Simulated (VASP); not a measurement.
```
CELL_PARAMETERS angstrom
      1.34823    -2.33520     0.00000
      1.34823     2.33520     0.00000
      0.00000     0.00000     4.25442
ATOMIC_POSITIONS crystal
  Ru 0.33333 0.66667 0.25000
  Ru 0.66667 0.33333 0.75000
```

All values below come from vdW-DF-cx, VASP's PBE PAW potentials (set 64) (plane waves; VASP). Settings: 520 eV cut-off, Gaussian smearing of 0.050 eV, potentials Ru_pv.

**Question.** Give the energies of bands 7 to 17 at the high-symmetry points, in eV from the Fermi level.

**Answer.** 
```tsv
band	Γ	M	K	A	L	H
7	-8.11	-6.28	-5.72	-6.16	-6.18	-4.80
8	-6.33	-5.61	-4.40	-6.16	-6.18	-4.80
9	-2.67	-5.47	-4.40	-2.85	-4.62	-4.20
10	-2.67	-3.11	-3.85	-2.85	-4.62	-4.20
11	-2.46	-2.10	-2.90	-2.85	-1.10	-2.76
12	-1.97	-1.83	-2.90	-2.85	-1.10	-2.76
13	-1.97	-1.54	-1.10	-2.75	0.45	-1.22
14	-1.45	1.43	1.03	-2.75	0.45	-1.22
15	-1.45	1.87	1.03	0.55	1.70	1.24
16	1.20	1.97	1.49	0.55	1.70	1.24
17	1.20	4.13	7.10	0.55	3.44	8.54
```

It has no gap at this level: it comes out as a metal or semimetal.

The compound is Ru in the hcp structure. It was relaxed first.
